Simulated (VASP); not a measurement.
# KSi4I3 (Pm-3m) in VASP: relaxation of cell and atoms with PBE

Aim: the relaxation of cell and atoms of KSi4I3 with PBE.

Everything below comes from runs of VASP 6.6.1. Logs are shortened: lines on timing, memory, paths and dates and some standing lists are left out, and cuts for length are marked.

### 1 The cell of the first run

The structure is cubic, space group Pm-3m (No. 221). Conventional cell: a = 7.657 Å, b = 7.657 Å, c = 7.657 Å, α = 90.00°, β = 90.00°, γ = 90.00°. Around K (site symmetry m-3m) lie 6 Si at 3.83 Å. Around Si (site symmetry 4/mmm) lie 2 K at 3.83 Å and 4 I at 3.83 Å. Around Si (site symmetry m-3m) lie 6 I at 3.83 Å. I (site symmetry 4/mmm) is surrounded by 6 Si at 3.83 Å.

The cell was built by a generator and needn't be a form met in nature.

### 2 Relaxation of cell and atoms, PBE (random cell by space group and Wyckoff sites (Pm-3m, No. 221))

File INCAR:

```
SYSTEM = KSi4I3
PREC = Accurate ; ENCUT = 600
EDIFF = 1E-6 ; ISMEAR = 0
SIGMA = 0.1 ; LREAL = .FALSE.
LASPH = .TRUE. ; NELM = 100
ALGO = Normal ; ISIF = 3
LWAVE = .FALSE. ; LCHARG = .FALSE.
GGA = PE ; IBRION = 2
NSW = 90 ; EDIFFG = -0.04
```

File KPOINTS:

```
Automatic mesh
0
G
  2 2 2
  0 0 0
```

File POSCAR:

```
KSi4I3
1.0
    7.6565043100      0.0000000000      0.0000000000
    0.0000000000      7.6565043100      0.0000000000
    0.0000000000      0.0000000000      7.6565043100
K Si I
1 4 3
Direct
    0.0000000000      0.0000000000      0.0000000000
    0.5000000000      0.0000000000      0.0000000000
    0.0000000000      0.5000000000      0.0000000000
    0.0000000000      0.0000000000      0.5000000000
    0.5000000000      0.5000000000      0.5000000000
    0.0000000000      0.5000000000      0.5000000000
    0.5000000000      0.0000000000      0.5000000000
    0.5000000000      0.5000000000      0.0000000000
```

Potentials or basis: VASP PAW PBE potentials, release 64 (K_sv, Si, I).

Command:

```
cat potpaw_PBE.64/K_sv/POTCAR potpaw_PBE.64/Si/POTCAR potpaw_PBE.64/I/POTCAR > POTCAR
mpirun -np 1 vasp_std > vasp.out
```

OUTCAR:

```text
SYSTEM = KSi4I3
   PREC = Accurate
   ENCUT = 600
   EDIFF = 1E-6
   ISMEAR = 0
   LREAL = .FALSE.
   LASPH = .TRUE.
   NELM = 100
   ISIF = 3
   GGA = PE
   IBRION = 2
   NSW = 90
   EDIFFG = -0.04

 ion  position               nearest neighbor table
   1  0.000  0.000  0.000-
   2  0.500  0.000  0.000-
   3  0.000  0.500  0.000-
   4  0.000  0.000  0.500-
   5  0.500  0.500  0.500-
   6  0.000  0.500  0.500-
   7  0.500  0.000  0.500-
   8  0.500  0.500  0.000-

  LATTYP: Found a simple cubic cell.
 ALAT       =     7.6565043100

  Lattice vectors:

 A1 = (   7.6565043100,   0.0000000000,   0.0000000000)
 A2 = (   0.0000000000,   7.6565043100,   0.0000000000)
 A3 = (   0.0000000000,   0.0000000000,   7.6565043100)

Analysis of symmetry for initial positions (statically):
=====================================================================
 Subroutine PRICEL returns:
 Original cell was already a primitive cell.

 Routine SETGRP: Setting up the symmetry group for a
 simple cubic supercell.

 Subroutine GETGRP returns: Found 48 space group operations
 (whereof 48 operations were pure point group operations)
 out of a pool of 48 trial point group operations.

The static configuration has the point symmetry O_h .

Analysis of symmetry for dynamics (positions and initial velocities):
=====================================================================
 Subroutine PRICEL returns:
 Original cell was already a primitive cell.

 Routine SETGRP: Setting up the symmetry group for a
 simple cubic supercell.

 Subroutine GETGRP returns: Found 48 space group operations
 (whereof 48 operations were pure point group operations)
 out of a pool of 48 trial point group operations.

The dynamic configuration has the point symmetry O_h .

 Subroutine INISYM returns: Found 48 space group operations
 (whereof 48 operations are pure point group operations),
 and found     1 'primitive' translations

----------------------------------------------------------------------------------------

                                     Primitive cell

  volume of cell :     448.8400

  direct lattice vectors                    reciprocal lattice vectors
     7.656504310  0.000000000  0.000000000     0.130607907  0.000000000  0.000000000
     0.000000000  7.656504310  0.000000000     0.000000000  0.130607907  0.000000000
     0.000000000  0.000000000  7.656504310     0.000000000  0.000000000  0.130607907

  length of vectors
     7.656504310  7.656504310  7.656504310     0.130607907  0.130607907  0.130607907

  position of ions in fractional coordinates (direct lattice)
     0.000000000  0.000000000  0.000000000
     0.500000000  0.000000000  0.000000000
     0.000000000  0.500000000  0.000000000
     0.000000000  0.000000000  0.500000000
     0.500000000  0.500000000  0.500000000
     0.000000000  0.500000000  0.500000000
     0.500000000  0.000000000  0.500000000
     0.500000000  0.500000000  0.000000000

  ion indices of the primitive-cell ions
   primitive index   ion index
                 1           1
                 2           2
                 3           3
                 4           4
                 5           5
                 6           6
                 7           7
                 8           8

----------------------------------------------------------------------------------------

 KPOINTS: Automatic mesh

Automatic generation of k-mesh.
 Grid dimensions read from file:
 generate k-points for:    2    2    2

 Generating k-lattice:

  Cartesian coordinates                     Fractional coordinates (reciprocal lattice)
     0.065303953  0.000000000  0.000000000     0.500000000  0.000000000  0.000000000
     0.000000000  0.065303953  0.000000000     0.000000000  0.500000000  0.000000000
     0.000000000  0.000000000  0.065303953     0.000000000  0.000000000  0.500000000

  Length of vectors
     0.065303953  0.065303953  0.065303953

  Shift w.r.t. Gamma in fractional coordinates (k-lattice)
     0.000000000  0.000000000  0.000000000

 Subroutine IBZKPT returns following result:
 ===========================================

 Found      4 irreducible k-points:

 Following reciprocal coordinates:
            Coordinates               Weight
  0.000000  0.000000  0.000000      1.000000
  0.500000  0.000000  0.000000      3.000000
  0.500000  0.500000  0.000000      3.000000
  0.500000  0.500000  0.500000      1.000000
   k-points           NKPTS =      4   k-points in BZ     NKDIM =      4   number of bands    NBANDS=     28
   number of dos      NEDOS =    301   number of ions     NIONS =      8
   total plane-waves  NPLWV = 262144
   dimension x,y,z NGX =    64 NGY =   64 NGZ =   64
   dimension x,y,z NGXF=   128 NGYF=  128 NGZF=  128
   ions per type =               1   4   3
   NGX,Y,Z   is equivalent  to a cutoff of  13.90, 13.90, 13.90 a.u.
   NGXF,Y,Z  is equivalent  to a cutoff of  27.79, 27.79, 27.79 a.u.
 SYSTEM =  KSi4I3
   PREC   = accura    normal or accurate (medium, high low for compatibility)
   ISTART =      0    job   : 0-new  1-cont  2-samecut
   ICHARG =      2    charge: 1-file 2-atom 10-const
   ISPIN  =      1    spin polarized calculation?
   LNONCOLLINEAR =      F non collinear calculations
   LSORBIT =      F    spin-orbit coupling
   LASPH  =      T    aspherical Exc in radial PAW
   ENCUT  =  600.0 eV  44.10 Ry    6.64 a.u.  15.29 15.29 15.29*2*pi/ulx,y,z
   NELM   =    100;   NELMIN=  2; NELMDL= -5     # of ELM steps
   EDIFF  = 0.1E-05   stopping-criterion for ELM
   LREAL  =      F    real-space projection
   EDIFFG = -.4E-01   stopping-criterion for IOM
   NSW    =     90    number of steps for IOM
   IBRION =      2    ionic relax: 0-MD 1-quasi-New 2-CG
   NFREE  =      1    steps in history (QN), initial steepest desc. (CG)
   ISIF   =      3    stress and relaxation
   ISYM   =      2    0-nonsym 1-usesym 2-fastsym
   POTIM  = 0.5000    time-step for ionic-motion
   TEBEG  =    0.0;   TEEND  =   0.0 temperature during run
   PSTRESS=    0.0 pullay stress
   NELECT =      46.0000    total number of electrons
   NUPDOWN=      -1.0000    fix difference up-down
   EMIN   =  10.00;   EMAX   =-10.00  energy-range for DOS
   EFERMI =   0.00;   METHOD = LEGACY
   ISMEAR =     0;   SIGMA  =   0.10  broadening in eV -4-tet -1-fermi 0-gaus
   EFERMI_NEDOS =   21; number of points for ismear=-14 and -15
   IALGO  =     38    algorithm
   IMIX   =      4    mixing-type and parameters
     AMIX     =   0.40;   BMIX     =  1.00
     AMIX_MAG =   1.60;   BMIX_MAG =  1.00
  volume/ion in A,a.u.               =      56.11       378.62
  Fermi-wavevector in a.u.,A,eV,Ry     =   0.766120  1.447757  7.985806  0.586940
  Thomas-Fermi vector in A             =   1.866390
   LORBIT       =      0    0 simple, 1 ext, 2 COOP (PROOUT), +10 PAW based schemes
   GGA     = PE    functional components
   LHFCALC =     F    Hartree Fock is set to
   AEXX    =    0.0000 exact exchange contribution
   IVDW    =     0    specifies the selected vdW correction
   LEPSILON=     F    determine dielectric tensor
   LRPA    =     F    only Hartree local field effects (RPA)
 conjugate gradient relaxation of ions
 non-spin polarized calculation
 Gauss-broadening in eV      SIGMA  =   0.10
  energy-cutoff  :      600.00
  volume of cell :      448.84
 maximum number of plane-waves:     15036
 NGX is ok and might be reduce to    64
   NGX = 31   NGY = 31   NGZ = 31

--------------------------------------- Ionic step        1  -------------------------------------------

 number of electron      46.0000003 magnetization

 Free energy of the ion-electron system (eV)
  ---------------------------------------------------
  ext. energy  EPLUGINS =         0.00000000
  ---------------------------------------------------
  free energy    TOTEN  =       -15.54499644 eV

  energy without entropy =      -15.42615252  energy(sigma->0) =      -15.48557448

------------------------ aborting loop because EDIFF is reached ----------------------------------------

  FORCE on cell =-STRESS in cart. coord.  units (eV):
  Direction    XX          YY          ZZ          XY          YZ          ZX
  --------------------------------------------------------------------------------------
  -------------------------------------------------------------------------------------
  Total      -10.0459367    -10.0459367    -10.0459367     -0.0000000      0.0000000     -0.0000000
  in kB      -35.8599291    -35.8599291    -35.8599291     -0.0000000      0.0000000     -0.0000000
  external PRESSURE =     -35.8599291 kB  Pullay stress =       0.0000000 kB
[... 69 lines left out ...]
  energy  without entropy=      -17.2236523383  energy(sigma->0) =      -17.26703986

--------------------------------------- Ionic step        3  -------------------------------------------

 number of electron      46.0000000 magnetization

 E-fermi :   6.7693     XC(G=0):  -9.6488

 val. band max:        6.5658177139   @ k =   0.5000   0.5000   0.0000
 cond. band min:       6.8373073619   @ k =   0.5000   0.0000   0.0000
 fundamental gap:      0.2714896481
 Fermi energy:         6.7693166101

 k-point     1 :       0.0000    0.0000    0.0000
  band No.  band energies     occupation
      1     -23.5682      2.00000
      2      -8.6454      2.00000
      3      -7.4898      2.00000
      4      -7.4898      2.00000
      5      -7.2819      2.00000
      6      -7.2819      2.00000
[... 236 lines left out ...]
  energy  without entropy=      -18.9122776367  energy(sigma->0) =      -18.94783756

--------------------------------------- Ionic step        6  -------------------------------------------

 number of electron      46.0000003 magnetization

 Free energy of the ion-electron system (eV)
  ---------------------------------------------------
  ext. energy  EPLUGINS =         0.00000000
  ---------------------------------------------------
  free energy    TOTEN  =       -18.99791980 eV

  energy without entropy =      -18.91934870  energy(sigma->0) =      -18.95863425

 E-fermi :   3.8006     XC(G=0):  -8.4163

 val. band max:        3.7741867138   @ k =   0.5000   0.5000   0.5000
 cond. band min:       3.8149002567   @ k =   0.5000   0.0000   0.0000
 fundamental gap:      0.0407135429
 Fermi energy:         3.8006406161

 k-point     1 :       0.0000    0.0000    0.0000
  band No.  band energies     occupation
      1     -26.3537      2.00000
      2     -10.0244      2.00000
      3      -9.9317      2.00000
      4      -9.9317      2.00000
      5      -9.9317      2.00000
      6      -9.5155      2.00000
[... 148 lines left out ...]
  FREE ENERGIE OF THE ION-ELECTRON SYSTEM (eV)
  ---------------------------------------------------
  free  energy   TOTEN  =       -18.9979197960 eV

  energy  without entropy=      -18.9193487038  energy(sigma->0) =      -18.95863425

 reached required accuracy - stopping structural energy minimisation
```

Run time: 11 min. Hardware: 1 thread of Intel Xeon Platinum 8259CL at 2.50GHz (Skylake/Cascade Lake), shared host; peak memory 0.67 GiB.

What came out:

* Free energy: -18.9979 eV
* Relaxed volume: 32.94 Å³/atom
* Relaxed cell: a = 6.411 Å, b = 6.411 Å, c = 6.411 Å, α = 90.00°, β = 90.00°, γ = 90.00°
* Space group after relaxing (to 0.05 Å): Pm-3m (No. 221)
* Energy gained by relaxing: 431.6 meV/atom
* Ionic steps: 6
* Pressure after relaxing: -0.1 GPa
* Band gap on the k mesh: none (metal or under the smearing width)

Step by step:
```csv
step,energy change (eV),largest force (eV/Å),pressure (GPa),volume (Å³)
1,0.0000,0.0000,-3.59,448.84
2,-1.7654,0.0000,-3.65,372.11
3,-1.5631,0.0000,11.71,195.23
4,-3.2065,0.0000,-2.05,297.25
5,-3.4384,0.0000,0.65,254.81
6,-3.4529,0.0000,-0.09,263.49
```

Final structure:
```
K Si I
1.0
     6.41095    0.00000    0.00000
     0.00000    6.41095    0.00000
     0.00000    0.00000    6.41095
K Si I
1 4 3
Direct
  0.00000 0.00000 0.00000
  0.50000 0.00000 0.00000
  0.00000 0.50000 0.00000
  0.00000 0.00000 0.50000
  0.50000 0.50000 0.50000
  0.00000 0.50000 0.50000
  0.50000 0.00000 0.50000
  0.50000 0.50000 0.00000
```

Caveat: the k mesh is coarse (spacing up to 0.41 Å⁻¹), so the values aren't converged; the volume moved by over 15 % at a fixed basis, so the end points are rough.
